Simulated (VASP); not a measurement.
SiMo (relaxed from the FeB structure, space group Pnma): computed properties

Computed with PBEsol GGA, VASP's PBE PAW potentials (set 64) (plane waves; VASP 6.6.1).

For SiMo, the space group comes out as Pnma (62) and the cell is a = 5.688 Å, b = 4.137 Å, c = 4.708 Å, α = β = γ = 90.00°. The volume per atom is 13.85 Å³/atom. The band gap (over mesh and band path) is none (metal, semimetal or under 0.01 eV). The density is 7.44 g/cm³.

```xyz
8
Lattice="5.6877 0.0000 0.0000 0.0000 4.1368 0.0000 0.0000 0.0000 4.7079" Properties=species:S:1:pos:R:3 pbc="T T T"
Mo     1.0155     1.0342     0.7085
Mo     1.8283     3.1026     3.0625
Mo     4.6722     3.1026     3.9995
Mo     3.8594     1.0342     1.6455
Si     0.2796     1.0342     3.1037
Si     2.5643     3.1026     0.7497
Si     5.4081     3.1026     1.6042
Si     3.1234     1.0342     3.9582
```

The structure was generated: SiMo was put into the FeB type (Pnma), which need not be its known phase. It was relaxed first, which changed the volume by -39 %. Symmetry was kept, so distortions that lower it aren't found.
